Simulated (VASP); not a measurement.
# ZrIr4 (I4/mmm) in VASP: reference runs

Reference runs on ZrIr4: the cell as given.

Program: VASP 6.6.1. These are calculated values, not measurements. Logs are shortened: lines on timing, memory, paths and dates and some standing lists are left out, and cuts for length are marked.

## Step 1: The structure

Symmetry: I4/mmm, No. 139, tetragonal system. The conventional cell has a = 3.959 Å, b = 3.959 Å, c = 9.552 Å, α = 90.00°, β = 90.00°, γ = 90.00°. Zr (site symmetry 4/mmm) has 16 Ir at 3.01 to 3.10 Å as nearest neighbours. Ir (site symmetry -4m2) has 4 Ir at 2.35 Å as nearest neighbours. Ir (site symmetry 4mm) has 5 Ir at 2.24 to 2.35 Å as nearest neighbours.

The cell was built by a generator and needn't be a form met in nature.

## Step 2: Single point, PBE

INCAR

```
SYSTEM = ZrIr4
PREC = Accurate ; ENCUT = 520
EDIFF = 1E-7 ; ISMEAR = -1
SIGMA = 0.05 ; LREAL = .FALSE.
LASPH = .TRUE. ; NELM = 100
ALGO = Normal ; ISIF = 2
LWAVE = .FALSE. ; LCHARG = .FALSE.
GGA = PE ; NBANDS = 32
```

KPOINTS

```
Automatic mesh
0
G
  9 9 9
  0 0 0
```

POSCAR

```
ZrIr4
1.0
   -1.9796120000      1.9796120000      4.7761018700
    1.9796120000     -1.9796120000      4.7761018700
    1.9796120000      1.9796120000     -4.7761018700
Zr Ir
1 4
Direct
    0.0000000000      0.0000000000      0.0000000000
    0.7500000000      0.2500000000      0.5000000000
    0.2500000000      0.7500000000      0.5000000000
    0.3829900000      0.3829900000      0.0000000000
    0.6170100000      0.6170100000      0.0000000000
```

Potentials or basis: VASP PAW PBE potentials, release 64 (Zr_sv, Ir).

Launch:

```console
$ cat potpaw_PBE.64/Zr_sv/POTCAR potpaw_PBE.64/Ir/POTCAR > POTCAR
$ mpirun -np 1 vasp_std > vasp.out
```

OUTCAR:

```text
SYSTEM = ZrIr4
   PREC = Accurate
   ENCUT = 520
   EDIFF = 1E-7
   ISMEAR = -1
   LREAL = .FALSE.
   LASPH = .TRUE.
   NELM = 100
   ISIF = 2
   GGA = PE

 ion  position               nearest neighbor table
   1  0.000  0.000  0.000-   5 3.01   5 3.01   5 3.01   4 3.01   5 3.01   4 3.01   4 3.01   4 3.01
                             2 3.10   3 3.10   2 3.10   3 3.10   2 3.10   2 3.10   3 3.10   3 3.10
   2  0.750  0.250  0.500-   4 2.35   5 2.35   4 2.35   5 2.35   3 2.80   3 2.80   3 2.80   3 2.80
                             1 3.10   1 3.10   1 3.10   1 3.10
   3  0.250  0.750  0.500-   4 2.35   5 2.35   4 2.35   5 2.35   2 2.80   2 2.80   2 2.80   2 2.80
                             1 3.10   1 3.10   1 3.10   1 3.10
   4  0.383  0.383  0.000-   5 2.24   3 2.35   2 2.35   3 2.35   2 2.35   1 3.01   1 3.01   1 3.01
                             1 3.01
   5  0.617  0.617  0.000-   4 2.24   2 2.35   3 2.35   2 2.35   3 2.35   1 3.01   1 3.01   1 3.01
                             1 3.01

  LATTYP: Found a body centered tetragonal cell.
 ALAT       =     3.9592240000
 C/A-ratio  =     2.4126454426

  Lattice vectors:

 A1 = (  -1.9796120000,   1.9796120000,   4.7761018700)
 A2 = (   1.9796120000,  -1.9796120000,   4.7761018700)
 A3 = (   1.9796120000,   1.9796120000,  -4.7761018700)

Analysis of symmetry for initial positions (statically):
=====================================================================
 Subroutine PRICEL returns:
 Original cell was already a primitive cell.

 Routine SETGRP: Setting up the symmetry group for a
 body centered tetragonal supercell.

 Subroutine GETGRP returns: Found 16 space group operations
 (whereof 16 operations were pure point group operations)
 out of a pool of 16 trial point group operations.

The static configuration has the point symmetry D_4h.

Analysis of symmetry for dynamics (positions and initial velocities):
=====================================================================
 Subroutine PRICEL returns:
 Original cell was already a primitive cell.

 Routine SETGRP: Setting up the symmetry group for a
 body centered tetragonal supercell.

 Subroutine GETGRP returns: Found 16 space group operations
 (whereof 16 operations were pure point group operations)
 out of a pool of 16 trial point group operations.

The dynamic configuration has the point symmetry D_4h.

 Subroutine INISYM returns: Found 16 space group operations
 (whereof 16 operations are pure point group operations),
 and found     1 'primitive' translations

----------------------------------------------------------------------------------------

                                     Primitive cell

  volume of cell :      74.8676

  direct lattice vectors                    reciprocal lattice vectors
    -1.979612000  1.979612000  4.776101870     0.000000000  0.252574747  0.104687884
     1.979612000 -1.979612000  4.776101870     0.252574747  0.000000000  0.104687884
     1.979612000  1.979612000 -4.776101870     0.252574747  0.252574747  0.000000000

  length of vectors
     5.536142738  5.536142738  5.536142738     0.273410965  0.273410965  0.357194633

  position of ions in fractional coordinates (direct lattice)
     0.000000000  0.000000000  0.000000000
     0.750000000  0.250000000  0.500000000
     0.250000000  0.750000000  0.500000000
     0.382990000  0.382990000  0.000000000
     0.617010000  0.617010000  0.000000000

  ion indices of the primitive-cell ions
   primitive index   ion index
                 1           1
                 2           2
                 3           3
                 4           4
                 5           5

----------------------------------------------------------------------------------------

 KPOINTS: Automatic mesh

Automatic generation of k-mesh.
 Grid dimensions read from file:
 generate k-points for:    9    9    9

 Generating k-lattice:

  Cartesian coordinates                     Fractional coordinates (reciprocal lattice)
     0.000000000  0.028063861  0.011631987     0.111111111  0.000000000 -0.000000000
     0.028063861  0.000000000  0.011631987     0.000000000  0.111111111 -0.000000000
     0.028063861  0.028063861  0.000000000     0.000000000  0.000000000  0.111111111

  Length of vectors
     0.030378996  0.030378996  0.039688293

  Shift w.r.t. Gamma in fractional coordinates (k-lattice)
     0.000000000  0.000000000  0.000000000

 Subroutine IBZKPT returns following result:
 ===========================================

 Found     75 irreducible k-points:

 Following reciprocal coordinates:
            Coordinates               Weight
  0.000000  0.000000  0.000000      1.000000
  0.111111  0.000000 -0.000000      8.000000
  0.222222 -0.000000  0.000000      8.000000
  0.333333  0.000000  0.000000      8.000000
  0.444444 -0.000000  0.000000      8.000000
  0.111111  0.111111 -0.000000      8.000000
[... 16 lines left out ...]
 -0.333333  0.333333  0.000000      4.000000
  0.444444  0.444444  0.000000      8.000000
 [... further k-points ...]
   k-points           NKPTS =     75   k-points in BZ     NKDIM =     75   number of bands    NBANDS=     32
   number of dos      NEDOS =    301   number of ions     NIONS =      5
   total plane-waves  NPLWV =  74088
   dimension x,y,z NGX =    42 NGY =   42 NGZ =   42
   dimension x,y,z NGXF=    84 NGYF=   84 NGZF=   84
   ions per type =               1   4
   NGX,Y,Z   is equivalent  to a cutoff of  12.61, 12.61, 12.61 a.u.
   NGXF,Y,Z  is equivalent  to a cutoff of  25.22, 25.22, 25.22 a.u.
 SYSTEM =  ZrIr4
   PREC   = accura    normal or accurate (medium, high low for compatibility)
   ISTART =      0    job   : 0-new  1-cont  2-samecut
   ICHARG =      2    charge: 1-file 2-atom 10-const
   ISPIN  =      1    spin polarized calculation?
   LNONCOLLINEAR =      F non collinear calculations
   LSORBIT =      F    spin-orbit coupling
   LASPH  =      T    aspherical Exc in radial PAW
   ENCUT  =  520.0 eV  38.22 Ry    6.18 a.u.  10.29 10.29 10.29*2*pi/ulx,y,z
   NELM   =    100;   NELMIN=  2; NELMDL= -5     # of ELM steps
   EDIFF  = 0.1E-06   stopping-criterion for ELM
   LREAL  =      F    real-space projection
   EDIFFG = 0.1E-05   stopping-criterion for IOM
   NSW    =      0    number of steps for IOM
   IBRION =     -1    ionic relax: 0-MD 1-quasi-New 2-CG
   NFREE  =      0    steps in history (QN), initial steepest desc. (CG)
   ISIF   =      2    stress and relaxation
   ISYM   =      2    0-nonsym 1-usesym 2-fastsym
   POTIM  = 0.5000    time-step for ionic-motion
   TEBEG  =    0.0;   TEEND  =   0.0 temperature during run
   PSTRESS=    0.0 pullay stress
   NELECT =      48.0000    total number of electrons
   NUPDOWN=      -1.0000    fix difference up-down
   EMIN   =  10.00;   EMAX   =-10.00  energy-range for DOS
   EFERMI =   0.00;   METHOD = LEGACY
   ISMEAR =    -1;   SIGMA  =   0.05  broadening in eV -4-tet -1-fermi 0-gaus
   EFERMI_NEDOS =   21; number of points for ismear=-14 and -15
   IALGO  =     38    algorithm
   IMIX   =      4    mixing-type and parameters
     AMIX     =   0.40;   BMIX     =  1.00
     AMIX_MAG =   1.60;   BMIX_MAG =  1.00
  volume/ion in A,a.u.               =      14.97       101.05
  Fermi-wavevector in a.u.,A,eV,Ry     =   1.411640  2.667613 27.112709  1.992728
  Thomas-Fermi vector in A             =   2.533471
   LORBIT       =      0    0 simple, 1 ext, 2 COOP (PROOUT), +10 PAW based schemes
   GGA     = PE    functional components
[... 5 lines left out ...]
 non-spin polarized calculation
  energy-cutoff  :      520.00
  volume of cell :       74.87
 maximum number of plane-waves:      2049
 NGX is ok and might be reduce to    42
   NGX = 21   NGY = 21   NGZ = 21

 number of electron      48.0000001 magnetization

 Free energy of the ion-electron system (eV)
  ---------------------------------------------------
  ext. energy  EPLUGINS =         0.00000000
  ---------------------------------------------------
  free energy    TOTEN  =       -40.67706349 eV

  energy without entropy =      -40.64261168  energy(sigma->0) =      -40.65983759

 E-fermi :  11.1733     XC(G=0): -13.4133

 val. band max:       11.1709884694   @ k =  -0.2222  -0.4444   0.2222
 cond. band min:      11.1757585797   @ k =  -0.2222   0.3333   0.1111
 fundamental gap:      0.0047701103
 Fermi energy:        11.1733194209

 k-point     1 :       0.0000    0.0000    0.0000
  band No.  band energies     occupation
      1     -38.1432      2.00000
      2     -16.1867      2.00000
      3     -16.1615      2.00000
      4     -16.1615      2.00000
      5       0.4490      2.00000
      6       3.0851      2.00000
[... 24 lines left out ...]
     31      15.3406      0.00000
     32      16.5966      0.00000

 k-point     2 :       0.1111    0.0000   -0.0000
  band No.  band energies     occupation
      1     -38.1428      2.00000
      2     -16.1861      2.00000
      3     -16.1707      2.00000
      4     -16.1616      2.00000
      5       0.6392      2.00000
      6       3.1948      2.00000
[... 24 lines left out ...]
     31      15.0332      0.00000
     32      16.7655      0.00000

 k-point     3 :       0.2222   -0.0000    0.0000
  band No.  band energies     occupation
      1     -38.1417      2.00000
      2     -16.1940      2.00000
      3     -16.1843      2.00000
      4     -16.1620      2.00000
      5       1.1773      2.00000
      6       3.4483      2.00000
[... 24 lines left out ...]
     31      14.4621      0.00000
     32      16.1371      0.00000

 k-point     4 :       0.3333    0.0000    0.0000
  band No.  band energies     occupation
      1     -38.1404      2.00000
      2     -16.2197      2.00000
      3     -16.1823      2.00000
      4     -16.1624      2.00000
      5       1.9613      2.00000
      6       3.5985      2.00000
[... 654 lines left out ...]
     31      13.7923      0.00000
     32      14.9574      0.00000

 k-point    23 :      -0.3333    0.3333    0.0000
  band No.  band energies     occupation
      1     -38.1384      2.00000
      2     -16.2164      2.00000
      3     -16.2062      2.00000
      4     -16.1796      2.00000
      5       2.2610      2.00000
      6       3.7419      2.00000
[... 24 lines left out ...]
     31      14.2678      0.00000
     32      16.1634      0.00000

 k-point    24 :       0.4444    0.4444    0.0000
  band No.  band energies     occupation
      1     -38.1372      2.00000
      2     -16.2233      2.00000
      3     -16.2200      2.00000
      4     -16.1797      2.00000
      5       2.7691      2.00000
      6       3.1140      2.00000
[... 24 lines left out ...]
     31      13.0572      0.00000
     32      14.1215      0.00000

 [... further k-points ...]
[... 5 lines left out ...]
  --------------------------------------------------------------------------------------
  -------------------------------------------------------------------------------------
  Total       30.4108412     30.4108412     36.6569108      0.0000000     -0.0000000      0.0000000
  in kB      650.7966189    650.7966189    784.4634562      0.0000000     -0.0000000      0.0000000
  external PRESSURE =     695.3522313 kB  Pullay stress =       0.0000000 kB

 VOLUME and BASIS-vectors are now :
 -----------------------------------------------------------------------------
  energy-cutoff  :      520.00
  volume of cell :       74.87
      direct lattice vectors                 reciprocal lattice vectors
    -1.979612000  1.979612000  4.776101870     0.000000000  0.252574747  0.104687884
     1.979612000 -1.979612000  4.776101870     0.252574747  0.000000000  0.104687884
     1.979612000  1.979612000 -4.776101870     0.252574747  0.252574747  0.000000000

 POSITION                                       TOTAL-FORCE (eV/Angst)
 -----------------------------------------------------------------------------------
      0.00000      0.00000      0.00000         0.000000      0.000000     -0.000000
     -0.00000      1.97961      2.38805         0.000000      0.000000     -0.000000
      1.97961     -0.00000      2.38805         0.000000      0.000000     -0.000000
      0.00000      0.00000      3.65840        -0.000000     -0.000000      4.383045
      0.00000      0.00000      5.89381        -0.000000     -0.000000     -4.383045
 -----------------------------------------------------------------------------------
    total drift:                               -0.000000     -0.000000      0.000000

  FREE ENERGIE OF THE ION-ELECTRON SYSTEM (eV)
  ---------------------------------------------------
  free  energy   TOTEN  =       -40.6770634909 eV

  energy  without entropy=      -40.6426116821  energy(sigma->0) =      -40.65983759
```

Wall time 3.5 min (1 thread of Intel Xeon Platinum 8488C (Sapphire Rapids), shared host); peak memory 0.36 GiB.

What came out:

```yaml
Free_energy: -40.6771 eV
Pressure: 69.5 GPa
Largest_force: 4.383 eV/Å
Band_gap_on_the_k_mesh: none (metal or under the smearing width)
```

Forces on the atoms (eV/Å):
```
Zr   0.000  0.000  0.000
Ir   0.000  0.000  0.000
Ir   0.000  0.000  0.000
Ir   0.000  0.000  4.383
Ir   0.000  0.000 -4.383
```

Caveat: a pressure of tens of GPa on the cell as given is suspect, and the run, the potentials or the cell itself is likely at fault; forces of over 1 eV/Å show positions far from the minimum, so gaps and moduli don't describe the material at rest. Spin-orbit coupling is left out, which matters for the levels of Ir.
